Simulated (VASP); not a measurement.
Here is the system:

```xyz
3
Lattice="0.0000 2.7755 2.7755 2.7755 0.0000 2.7755 2.7755 2.7755 0.0000" Properties=species:S:1:pos:R:3 pbc="T T T"
Ca     2.7755     0.0000     2.7755
F      1.3877     1.3877     1.3877
F      4.1632     4.1632     4.1632
```

These are vdW-DF2, VASP's PBE PAW potentials (set 64) (plane waves; VASP) values and carry that method's errors. Numerical set-up: 520 eV cut-off, 8×8×8 Γ-centred mesh, tetrahedra with Blöchl corrections, potentials Ca_sv F.

Q: Estimate the energy per atom (σ→0), band gap (on the k-mesh) with the smallest direct gap where there is one.

A: 
```
Quantity                                     Result
-----------------------------------  --------------
band gap (on the k-mesh)                    6.83 eV
smallest direct gap (on the k-mesh)         7.08 eV
energy per atom (σ→0)                -4.042 eV/atom
```

Total energies compare only between runs with the same potentials, cut-off and functional.

The compound is CaF2 in the fluorite structure. It was relaxed first, which changed the volume by +5 %.
